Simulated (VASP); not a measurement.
Here is the system:

```xyz
1
Lattice="-1.5750 1.5750 1.5750 1.5750 -1.5750 1.5750 1.5750 1.5750 -1.5750" Properties=species:S:1:pos:R:3 pbc="T T T"
Mo     0.0000     0.0000     0.0000
```

These are AM05 GGA, VASP's PBE PAW potentials (set 64) (plane waves; VASP) values and carry that method's errors. Run with 520 eV cut-off, 15×15×15 Γ-centred mesh, first-order Methfessel-Paxton smearing of 0.10 eV, potentials Mo_sv.

Energy and stress use the plane-wave basis of the starting cell.

Question: The ions, cell shape and volume are relaxed. Which structure does the run end with?

Answer: 
```xyz
1
Lattice="-1.5640 1.5640 1.5640 1.5640 -1.5640 1.5640 1.5640 1.5640 -1.5640" Properties=species:S:1:pos:R:3 pbc="T T T"
Mo     0.0000     0.0000     0.0000
```
Space group Im-3m (229), at a tolerance of 0.03 Å.

Question: How do energy and volume change from the first to the last step?

Answer: The energy (σ→0) changes by -6.0 meV/atom and the volume by -2.1 %, in 4 ionic steps.

The compound is Mo in the bcc structure. This run relaxes it. Symmetry was kept, so distortions that lower it aren't found.
